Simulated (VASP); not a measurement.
Data:

```
Mg2Ge
1.0
    0.00000     3.25890     3.25890
    3.25890     0.00000     3.25890
    3.25890     3.25890     0.00000
Mg Ge
2 1
Direct
  0.25000   0.25000   0.25000
  0.75000   0.75000   0.75000
  0.00000   0.00000   0.00000
```

Method: PBE GGA, VASP's PBE PAW potentials (set 64) (plane waves; VASP). Run with EDIFF = 1E-2, 400 eV cut-off, 5×5×5 Γ-centred mesh, Gaussian smearing of 0.050 eV, potentials Mg Ge_d.

### Question
Estimate the energy per atom (σ→0), pressure.

### Answer

- energy per atom (σ→0): -2.757 eV/atom
- pressure: 4.13 GPa

The compound is Mg2Ge in the antifluorite structure. The cell was not relaxed at this level. The run is one of a series of settings (EDIFF = 1E-2 against the base run), some of them coarse on purpose.
